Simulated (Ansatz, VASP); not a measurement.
# Cross-check of HfSi between VASP and Ansatz, part 2 of 2

Aim: how closely do two programs agree when they are given the same cell, functional and k mesh? The cell is generated by rule, not measured, and may not be a known phase. The cell is taken from a series of runs on this material, whose earlier steps may have relaxed, scaled, displaced or heated it; both programs get it as it stands.

VASP 6.6.1 and Ansatz 0.2.0.

So far: The starting structure; Ansatz: relaxation of cell and atoms, r2SCAN, pair 1.

### 3. VASP: relaxation of cell and atoms, r2SCAN, pair 1

Level of this step: r2SCAN; plane waves and PAW (Hf_pv, Si); invented cell (VASP).

The same cell, functional and mesh now go to VASP, with its own data sets.

Lines of VASP's logs that name or quote its potential files are left out, and so is its time.

File INCAR:

```
SYSTEM = HfSi
PREC = Accurate
ENCUT = 550
EDIFF = 1E-07
NELM = 120
ISMEAR = 0
SIGMA = 0.01
LREAL = .FALSE.
ALGO = Normal
METAGGA = R2SCAN
LASPH = .TRUE.
NBANDS = 13
LORBIT = 11
LWAVE = .FALSE.
LCHARG = .FALSE.
ISIF = 3
IBRION = 2
NSW = 80
EDIFFG = -0.005
GGA_COMPAT = .FALSE.
NELMIN = 4
EFERMI = MIDGAP
LMIXTAU = .TRUE.
KPAR = 2
```

File POSCAR:

```
HfSi
1.0
    0.0000000000      3.0240710000      3.0240710000
    3.0240710000      0.0000000000      3.0240710000
    3.0240710000      3.0240710000      0.0000000000
Hf Si
1 1
Direct
    0.0000000000      0.0000000000      0.0000000000
    0.2499999173      0.2499999173      0.2499999173
```

File KPOINTS:

```
Automatic mesh
0
Gamma
12 12 12
0 0 0
```

The projector-augmented-wave data sets are Hf_pv and Si (PBE family, release 64).

Started as:

```
> mpirun -np 2 vasp_std
```

Numbers of over 12 decimals in the logs are rounded to 6 here.

Output:

```text
[banner, memory and clock lines left out]
running    2 mpi-ranks, on    1 nodes
 distrk:  each k-point on    1 cores,    2 groups
 distr:  one band on    1 cores,    1 groups

 POSCAR found type information on POSCAR HfSi
 POSCAR found :  2 types and       2 ions
|                                                                             |
|               ----> ADVICE to this user running VASP <----                  |
|                                                                             |
|     You enforced a specific xc type in the INCAR file but a different       |
|     [... a line on the potential file left out ...]
|     I HOPE YOU KNOW WHAT YOU ARE DOING!                                     |
|                                                                             |

 LDA part: xc-table for (None), standard interpolation
 POSCAR, INCAR and KPOINTS ok, starting setup
 FFT: planning ... GRIDC
 FFT: planning ... GRID_SOFT
 FFT: planning ... GRID
 WAVECAR not read
 entering main loop
       N       E                     dE             d eps       ncg     rms          rms(c)
DAV:   1    -0.137465948797E+02   -0.13747E+02   -0.72821E+03  1872   0.994E+02
DAV:   2    -0.557866160509E+02   -0.42040E+02   -0.39421E+02  2430   0.186E+02
DAV:   3    -0.574437746746E+02   -0.16572E+01   -0.16420E+01  2453   0.260E+01
DAV:   4    -0.574682803973E+02   -0.24506E-01   -0.24497E-01  2226   0.402E+00
DAV:   5    -0.574687714190E+02   -0.49102E-03   -0.49101E-03  2537   0.518E-01    0.417E+01
DAV:   6    -0.526769408589E+02    0.47918E+01   -0.28919E+00  2097   0.107E+01    0.268E+01
DAV:   7    -0.533124036273E+02   -0.63546E+00   -0.14037E+00  2337   0.771E+00    0.203E+00
DAV:   8    -0.529825658376E+02    0.32984E+00   -0.61177E-01  2122   0.655E+00    0.414E+00
DAV:   9    -0.529446492178E+02    0.37917E-01   -0.38628E-01  1882   0.510E+00    0.759E-01
DAV:  10    -0.529591932378E+02   -0.14544E-01   -0.20973E-02  2127   0.124E+00    0.517E-01
DAV:  11    -0.529863622034E+02   -0.27169E-01   -0.42139E-02  1947   0.145E+00    0.129E-01
DAV:  12    -0.529891558395E+02   -0.27936E-02   -0.12284E-02  1982   0.930E-01    0.275E-01
DAV:  13    -0.529827504803E+02    0.64054E-02   -0.14857E-03  2377   0.361E-01    0.390E-01
DAV:  14    -0.529756940484E+02    0.70564E-02   -0.14902E-03  2002   0.399E-01    0.218E-01
DAV:  15    -0.529921305067E+02   -0.16436E-01   -0.86773E-03  1882   0.910E-01    0.639E-02
DAV:  16    -0.529921694724E+02   -0.38966E-04   -0.15908E-04  2525   0.982E-02    0.321E-02
DAV:  17    -0.529924997732E+02   -0.33030E-03   -0.14482E-04  1947   0.109E-01    0.988E-03
DAV:  18    -0.529925467716E+02   -0.46998E-04   -0.56466E-05  2082   0.742E-02    0.768E-03
DAV:  19    -0.529925423028E+02    0.44688E-05   -0.71317E-06  2262   0.223E-02    0.494E-03
DAV:  20    -0.529925499847E+02   -0.76818E-05   -0.89783E-06  1992   0.261E-02    0.307E-03
DAV:  21    -0.529925503639E+02   -0.37922E-06   -0.12937E-06  1942   0.116E-02    0.177E-03
DAV:  22    -0.529925506227E+02   -0.25878E-06   -0.17330E-07  2182   0.420E-03    0.109E-03
DAV:  23    -0.529925505577E+02    0.64955E-07   -0.38631E-08  1176   0.179E-03
   1 F= -.52992551E+02 E0= -.52992551E+02  d E =-.529926E+02
 curvature:   0.00 expect dE= 0.000E+00 dE for cont linesearch  0.000E+00
 trial: gam= 0.00000 g(F)=  0.150E-41 g(S)=  0.629E-03 ort = 0.000E+00 (trialstep = 0.100E+01)
 search vector abs. value=  0.629E-03
 bond charge predicted
       N       E                     dE             d eps       ncg     rms          rms(c)
DAV:   1    -0.529949582932E+02   -0.24077E-02   -0.50971E-02  1997   0.173E+00    0.406E-01
DAV:   2    -0.529930360591E+02    0.19222E-02   -0.34214E-03  2007   0.483E-01    0.145E-01
DAV:   3    -0.529926518411E+02    0.38422E-03   -0.14173E-03  2227   0.261E-01    0.169E-01
DAV:   4    -0.529926471065E+02    0.47346E-05   -0.42096E-05  2402   0.575E-02    0.139E-01
DAV:   5    -0.529926161958E+02    0.30911E-04   -0.62336E-05  2132   0.429E-02    0.481E-02
DAV:   6    -0.529926362787E+02   -0.20083E-04   -0.23178E-05  1912   0.467E-02    0.268E-02
DAV:   7    -0.529926319575E+02    0.43212E-05   -0.89869E-06  1937   0.305E-02    0.629E-03
DAV:   8    -0.529926389846E+02   -0.70270E-05   -0.10084E-05  1907   0.305E-02    0.276E-03
DAV:   9    -0.529926401507E+02   -0.11661E-05   -0.77064E-07  2272   0.805E-03    0.125E-03
DAV:  10    -0.529926401452E+02    0.55052E-08   -0.15103E-07  2174   0.367E-03
   2 F= -.52992640E+02 E0= -.52992640E+02  d E =-.895875E-04
 trial-energy change:   -0.000090  1 .order   -0.000070   -0.000629    0.000488
 step:   0.5880(harm=  0.5631)  dis= 0.00000  next Energy=   -52.992739 (dE=-0.189E-03)
 bond charge predicted
       N       E                     dE             d eps       ncg     rms          rms(c)
DAV:   1    -0.529931423681E+02   -0.50222E-03   -0.86516E-03  1992   0.713E-01    0.170E-01
DAV:   2    -0.529928144216E+02    0.32795E-03   -0.58914E-04  1997   0.200E-01    0.595E-02
DAV:   3    -0.529927480591E+02    0.66362E-04   -0.23293E-04  2217   0.106E-01    0.688E-02
DAV:   4    -0.529927454181E+02    0.26410E-05   -0.71072E-06  2392   0.237E-02    0.559E-02
DAV:   5    -0.529927376073E+02    0.78108E-05   -0.10301E-05  2112   0.177E-02    0.194E-02
DAV:   6    -0.529927388374E+02   -0.12301E-05   -0.39577E-06  1912   0.193E-02    0.107E-02
DAV:   7    -0.529927378078E+02    0.10296E-05   -0.14935E-06  1947   0.124E-02    0.242E-03
DAV:   8    -0.529927378276E+02   -0.19802E-07   -0.15572E-06  1912   0.120E-02    0.105E-03
DAV:   9    -0.529927382816E+02   -0.45405E-06   -0.12272E-07  1801   0.328E-03    0.532E-04
DAV:  10    -0.529927382993E+02   -0.17640E-07   -0.21154E-08  1001   0.152E-03
   3 F= -.52992738E+02 E0= -.52992738E+02  d E =-.187742E-03
 curvature:  -0.28 expect dE=-0.251E-06 dE for cont linesearch -0.251E-06
 trial: gam= 0.00000 g(F)=  0.154E-42 g(S)=  0.895E-06 ort =-0.237E-04 (trialstep = 0.918E+00)
 search vector abs. value=  0.895E-06
 reached required accuracy - stopping structural energy minimisation
```

Parts of OUTCAR (step 3):

```text
ion  position               nearest neighbor table
   1  0.000  0.000  0.000-   2 2.62   2 2.62   2 2.62   2 2.62
   2  0.250  0.250  0.250-   1 2.62   1 2.62   1 2.62   1 2.62

  LATTYP: Found a face centered cubic cell.
 ALAT       =     6.0481420000

 Subroutine GETGRP returns: Found 24 space group operations
 (whereof 24 operations were pure point group operations)

The static configuration has the point symmetry T_d .

 Found     72 irreducible k-points:

   k-points           NKPTS =     72   k-points in BZ     NKDIM =     72   number of bands    NBANDS=     13

   dimension x,y,z NGX =    36 NGY =   36 NGZ =   36
   dimension x,y,z NGXF=    72 NGYF=   72 NGZF=   72

   ENCUT  =  550.0 eV  40.42 Ry    6.36 a.u.   8.18  8.18  8.18*2*pi/ulx,y,z

   NELECT =      14.0000    total number of electrons

 k-points in reciprocal lattice and weights: Automatic mesh
   0.00000000  0.00000000  0.00000000       0.001
   0.08333333  0.00000000  0.00000000       0.005
   0.16666667  0.00000000  0.00000000       0.005
   0.25000000  0.00000000  0.00000000       0.005
   0.33333333  0.00000000  0.00000000       0.005
   0.41666667  0.00000000  0.00000000       0.005
   0.50000000  0.00000000  0.00000000       0.002
   0.08333333  0.08333333  0.00000000       0.003
   0.16666667  0.08333333  0.00000000       0.014
[...]
-0.33333333  0.50000000  0.16666667       0.007
  -0.25000000  0.50000000  0.25000000       0.003

 average (electrostatic) potential at core
       1 -45.7407       2 -87.4989

 E-fermi :   2.7406

 k-point     1 :       0.0000    0.0000    0.0000
  band No.  band energies     occupation
    ...
      3     -29.3771      2.00000
      4      -5.8373      2.00000
      5       1.3292      2.00000
      6       1.3292      2.00000
      7       1.3292      2.00000
      8       4.6363      0.00000
      9       4.6363      0.00000
     10       7.3880      0.00000
     11       9.9009      0.00000
     12       9.9009      0.00000
    ...

 k-point     2 :       0.0833    0.0000    0.0000
  band No.  band energies     occupation
    ...
      3     -29.3775      2.00000
      4      -5.7581      2.00000
      5       1.2034      2.00000
      6       1.3659      2.00000
      7       1.3659      2.00000
      8       4.5964      0.00000
      9       4.5965      0.00000
     10       7.6207      0.00000
     11       9.4146      0.00000
     12       9.9582      0.00000
    ...

 k-point     3 :       0.1667    0.0000    0.0000
  band No.  band energies     occupation
    ...
      3     -29.3786      2.00000
      4      -5.5309      2.00000
      5       0.8917      2.00000
      6       1.4611      2.00000
      7       1.4611      2.00000
      8       4.5265      0.00000
      9       4.5265      0.00000
     10       7.9687      0.00000
     11       8.5406      0.00000
     12       9.8589      0.00000
    ...

  Total        0.0035174      0.0035174      0.0035174      0.0000000     -0.0000000      0.0000000
  in kB        0.1022948      0.1022948      0.1022948      0.0000000     -0.0000000      0.0000000
  external PRESSURE =       0.1022948 kB  Pullay stress =       0.0000000 kB

  energy-cutoff  :      550.00
  volume of cell :       55.09
      direct lattice vectors                 reciprocal lattice vectors
    -0.000000000  3.020073009  3.020073009    -0.165558911  0.165558911  0.165558911
     3.020073009  0.000000000  3.020073009     0.165558911 -0.165558911  0.165558911
     3.020073009  3.020073009 -0.000000000     0.165558911  0.165558911 -0.165558911

 POSITION                                       TOTAL-FORCE (eV/Angst)
 -----------------------------------------------------------------------------------
      0.00000      0.00000      0.00000        -0.000000     -0.000000     -0.000000
      1.51004      1.51004      1.51004         0.000000      0.000000      0.000000
 -----------------------------------------------------------------------------------
    total drift:                                0.000017      0.000017      0.000017

  FREE ENERGIE OF THE ION-ELECTRON SYSTEM (eV)
  ---------------------------------------------------
  free  energy   TOTEN  =       -52.9927382993 eV

  energy  without entropy=      -52.9927382993  energy(sigma->0) =      -52.99273830

 reached required accuracy - stopping structural energy minimisation

 total charge
# of ion       s       p       d       tot
------------------------------------------
    1        0.361   6.347   1.441   8.149
    2        0.785   1.052   0.000   1.838
--------------------------------------------------
tot          1.146   7.399   1.441   9.987

[... 3 further parts left out ...]
```

CONTCAR:

```
HfSi
   1.00000000000000
    -0.0000000000000000    3.0200730091830184    3.0200730091830184
     3.0200730091830184    0.0000000000000000    3.0200730091830184
     3.0200730091830184    3.0200730091830184   -0.0000000000000000
  Hf              Si
     1     1
Direct
     0.0000000000000000    0.0000000000000000    0.0000000000000000
     0.2499999173000020    0.2499999173000020    0.2499999173000020
```

### 4. Side by side

Known differences besides the potentials themselves: VASP keeps PBE cores, Ansatz makes them for the functional; fixed occupations in Ansatz, narrow Gaussian smearing in VASP; the data sets hold 30 valence electrons in Ansatz (on its default PAW (the set named soft_2) files) and 14 in VASP; the cutoff is 500 eV in Ansatz and 550 eV in VASP; Ansatz adds a Pulay correction to the stress that steers its cell, VASP none. Total energies have different zeros and are not compared.

Compared:

| quantity | Ansatz | VASP | difference |
| --- | --- | --- | --- |
| volume (Å³) | 55.31 | 55.09 | +0.40 % |
| edge a after relaxation, in the typed setting (Å) | 4.277 | 4.271 | +0.13 % |

### 5. VASP: relaxation of cell and atoms, r2SCAN, pair 2

The relaxed volume is the usual yardstick between codes: in a stiff, nearly cubic crystal its relative difference is about their pressure difference at one cell divided by the bulk modulus.

INCAR, as its differences from that of step 3:

```diff
@@ -6,3 +6,3 @@
 ISMEAR = 0
-SIGMA = 0.01
+SIGMA = 0.02
 LREAL = .FALSE.
```

File POSCAR:

```
HfSi
1.0
    0.0000000000      3.0279610000      3.0279610000
    3.0279610000      0.0000000000      3.0279610000
    3.0279610000      3.0279610000      0.0000000000
Hf Si
1 1
Direct
    0.0000000000      0.0000000000      0.0000000000
    0.2500000826      0.2500000826      0.2500000826
```

File KPOINTS:

```
Automatic mesh
0
Gamma
10 10 10
0 0 0
```

Started as:

```
> mpirun -np 2 vasp_std
```

Output:

```text
[banner, memory and clock lines left out]
running    2 mpi-ranks, on    1 nodes
[...]
[... a notice as in an earlier step ...]

 LDA part: xc-table for (None), standard interpolation
 POSCAR, INCAR and KPOINTS ok, starting setup
[...]
entering main loop
       N       E                     dE             d eps       ncg     rms          rms(c)
DAV:   1    -0.139402866842E+02   -0.13940E+02   -0.71939E+03  1230   0.989E+02
DAV:   2    -0.558180139663E+02   -0.41878E+02   -0.39547E+02  1563   0.182E+02
DAV:   3    -0.574509444890E+02   -0.16329E+01   -0.16170E+01  1603   0.260E+01
DAV:   4    -0.574754680688E+02   -0.24524E-01   -0.24513E-01  1485   0.394E+00
[...]
DAV:  21    -0.529920219143E+02   -0.19467E-05   -0.26938E-06  1257   0.177E-02    0.203E-03
DAV:  22    -0.529920222165E+02   -0.30221E-06   -0.33886E-07  1417   0.590E-03    0.148E-03
DAV:  23    -0.529920221427E+02    0.73803E-07   -0.10603E-07   911   0.335E-03
   1 F= -.52992022E+02 E0= -.52992022E+02  d E =-.529920E+02
[...]
DAV:   9    -0.529923529558E+02   -0.59884E-05   -0.32203E-06  1502   0.164E-02    0.256E-03
DAV:  10    -0.529923530100E+02   -0.54187E-07   -0.66623E-07  1441   0.768E-03
   2 F= -.52992353E+02 E0= -.52992353E+02  d E =-.330867E-03
 trial-energy change:   -0.000331  1 .order   -0.000283   -0.002537    0.001970
 step:   0.5783(harm=  0.5628)  dis= 0.00000  next Energy=   -52.992765 (dE=-0.743E-03)
[...]
N       E                     dE             d eps       ncg     rms          rms(c)
DAV:   1    -0.529944606947E+02   -0.21077E-02   -0.36685E-02  1282   0.147E+00    0.350E-01
DAV:   2    -0.529930687412E+02    0.13920E-02   -0.25040E-03  1282   0.412E-01    0.122E-01
DAV:   3    -0.529927928141E+02    0.27593E-03   -0.97752E-04  1427   0.217E-01    0.141E-01
DAV:   4    -0.529927835306E+02    0.92836E-05   -0.30136E-05  1572   0.488E-02    0.114E-01
[...]
DAV:   8    -0.529927611712E+02   -0.16173E-05   -0.64017E-06  1252   0.244E-02    0.210E-03
DAV:   9    -0.529927626570E+02   -0.14859E-05   -0.52424E-07  1487   0.671E-03    0.104E-03
DAV:  10    -0.529927626849E+02   -0.27900E-07   -0.88350E-08   966   0.297E-03
   3 F= -.52992763E+02 E0= -.52992763E+02  d E =-.740542E-03
[...]
reached required accuracy - stopping structural energy minimisation
```

From OUTCAR (step 5):

```text
  Total        0.0035018      0.0035018      0.0035018      0.0000000      0.0000000      0.0000000
  in kB        0.1018418      0.1018418      0.1018418      0.0000000      0.0000000      0.0000000
  external PRESSURE =       0.1018418 kB  Pullay stress =       0.0000000 kB

 POSITION                                       TOTAL-FORCE (eV/Angst)
 -----------------------------------------------------------------------------------
      0.00000      0.00000      0.00000        -0.000000     -0.000000     -0.000000
      1.51003      1.51003      1.51003         0.000000      0.000000      0.000000
 -----------------------------------------------------------------------------------
    total drift:                               -0.000017     -0.000017     -0.000017

  FREE ENERGIE OF THE ION-ELECTRON SYSTEM (eV)
  ---------------------------------------------------
  free  energy   TOTEN  =       -52.9927626849 eV

  energy  without entropy=      -52.9927626849  energy(sigma->0) =      -52.99276268

[... 1 part as in an earlier step ...]

[... 3 further parts left out ...]
[key lines of the parts left out:]
E-fermi :   2.7407
```

### 6. Ansatz: relaxation of cell and atoms, r2SCAN, pair 2

The same cell, functional, mesh and smearing now go to Ansatz, which takes its cutoff from its data sets.

The cell is taken from a series of runs on this material, whose earlier steps may have relaxed, scaled, displaced or heated it; both programs get it as it stands.

File input.yaml:

```yaml
crystal:
  lattice:
    - [0.0, 3.0279614875, 3.0279614875]
    - [3.0279614875, 0.0, 3.0279614875]
    - [3.0279614875, 3.0279614875, 0.0]
  atoms:
    - { symbol: Hf, position: [0.0, 0.0, 0.0] }
    - { symbol: Si, position: [0.25, 0.25, 0.25] }
kpoints:
  mp_grid: { grid: [10, 10, 10] }
hamiltonian:
  xc: r2scan
scf:
  occupations: { method: gaussian, width: 0.02 }
output:
  forces: true
  stress: true
  eigenvalues: true
  write_density: true
  write_potential: true
  elf: true
  volumetric_format: npy
relax:
  adjacent_minimum: "off"
  f_tol: 0.005
  max_steps: 80
  cell: { stress_tol: 0.05 }
```

Started as:

```
> ansatz run input.yaml --threads 4 --pin off --max-ram 7168MiB --backend cpu --events-out ev --progress --plain --runs-dir out
```

Output:

```text
[...]
Crystal: 2 atoms, lattice volume = 55.524 Å³
Basis set: ecut = 500 eV, 1411 PW (Γ), exchange–correlation on 128×128×128 points (64 copies of the dense FFT grid, shifted against one another)
Bands: 19, of which v1, the nominal top of the filled ones, is band 15 counted from 1 (14 counted from 0)
Symmetry: 24 space group operations
[...]
k-point 46: bands = [... 11 lower, 2.4454, 6.3992, 7.2582, 8.6479, 9.1854, 10.7950, 11.6347, 12.4653]
--- Relaxed structure (3 steps of the walk, 3 accepted, 1 SCFs on fresh bases) ---
[...]
cell:  # Å, volume = 55.3103 Å³
    - [0, 3.024071, 3.024071]
    - [3.024071, 0, 3.024071]
    - [3.024071, 3.024071, 0]
  atoms:
    - { symbol: Hf, position: [0, 0, 0] }
    - { symbol: Si, position: [0.25, 0.25, 0.25] }
[key lines of the parts left out:]
SCF converged after 5 iterations
Free energy (F): -16371.202713 eV
Fermi energy:    8.943483 eV
P = ⅓ Tr σ = -0.0009 GPa (-0.009 kbar)
```

### 7. Comparison

What differs besides the data sets and the points named for the pairs above, as far as they apply: the data sets hold 30 valence electrons in Ansatz (on its default PAW (the set named soft_2) files) and 14 in VASP. Total energies have different zeros and are not compared.

Compared:

| quantity | Ansatz | VASP | difference |
| --- | --- | --- | --- |
| volume (Å³) | 55.31 | 55.09 | +0.40 % |
| edge a after relaxation, in the typed setting (Å) | 4.277 | 4.271 | +0.13 % |

### 8. What came out

```yaml
difference_in_volume_relaxation_of_cell_and_atoms_r2scan_pair_1: 0.40 %
difference_in_volume_relaxation_of_cell_and_atoms_r2scan_pair_2: 0.40 %
```

**Reading.** The difference in volume is 0.40 % (relaxation of cell and atoms, r2SCAN, pair 2), within the 1.2 % picked in this series as the mark of a large difference, as far as the stopping tolerances let one tell. The data sets hold unlike numbers of valence electrons (30 in Ansatz and 14 in VASP), so part of the differences comes from the potentials. 1 further run of this series is not shown here. Such differences can come from data sets, numerical settings and the points named under the comparisons, not from the functional's error against experiment.

[Lines on the potential files, build, host, timing and source positions are cut from VASP's logs without a mark.]

[Logs are printed without paths, hosts, clocks, repeated set-up lines and the standing remarks that a program may print on its own settings, such as how far it seeks lower states.]

[Hosts, paths, dates, database ids (printed as entryN), source tags and the programs' standing remarks are cut or masked in the printed files.]
